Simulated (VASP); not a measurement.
Consider the following.

```xyz
2
Lattice="2.9273 0.0000 0.0000 0.0000 2.9273 0.0000 0.0000 0.0000 2.9273" Properties=species:S:1:pos:R:3 pbc="T T T"
Ti     0.0000     0.0000     0.0000
Co     1.4637     1.4637     1.4637
```

These are PBEsol GGA, VASP's PBE PAW potentials (set 64) (plane waves; VASP) values and carry that method's errors. Settings: 400 eV cut-off, Gaussian smearing of 0.050 eV, potentials Ti_sv Co.

**Question.** Give the energies of bands 5 to 13 at the high-symmetry points, in eV from the Fermi level.

**Answer.** 
| band | Γ | X | M | R |
|---|---|---|---|---|
| 5 | -7.92 | -4.20 | -4.67 | -2.57 |
| 6 | -4.09 | -3.91 | -4.00 | -2.57 |
| 7 | -4.09 | -2.58 | -2.60 | -2.57 |
| 8 | -1.57 | -1.64 | -2.60 | -2.28 |
| 9 | -1.57 | -1.64 | -0.65 | -2.28 |
| 10 | -1.57 | -1.11 | -0.16 | -2.28 |
| 11 | 0.81 | -0.92 | 0.72 | -0.62 |
| 12 | 0.81 | 0.15 | 0.72 | -0.62 |
| 13 | 2.93 | 0.66 | 1.30 | 3.37 |

It has no gap at this level: it comes out as a metal or semimetal.

The compound is TiCo in the CsCl type structure. It was relaxed first, which changed the volume by -6 %. The run is not spin-polarised, so no magnetic state was tried. The electron count is odd and the run is not spin-polarised, which forces a metal.
